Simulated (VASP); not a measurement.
```yaml
crystal:
  lattice:
    - [2.88000, 0.00000, 0.00000]
    - [0.00000, 2.88000, 0.00000]
    - [0.00000, 0.00000, 2.88000]
  atoms:
    - { symbol: Cr, position: [0.00000, 0.00000, 0.00000], spin: 1.5 }
    - { symbol: Cr, position: [0.50000, 0.50000, 0.50000], spin: -1.5 }
```

Computed with PBE GGA, VASP's PBE PAW potentials (set 64) (plane waves; VASP). Run with 300 eV cut-off, 9×9×9 Γ-centred mesh, Fermi-Dirac smearing of 0.10 eV, potentials Cr_pv.

At this cut-off the stress carries a Pulay error, which pulls relaxed volumes low.

Give the stress tensor in GPa (positive for a compressed cell).

```
-4.06   0.00   0.00
 0.00  -4.06   0.00
 0.00   0.00  -4.06
```
The pressure is its mean diagonal, -4.06 GPa.

The structure is a typed Cr crystal (Im-3m). The cell was not relaxed at this level.
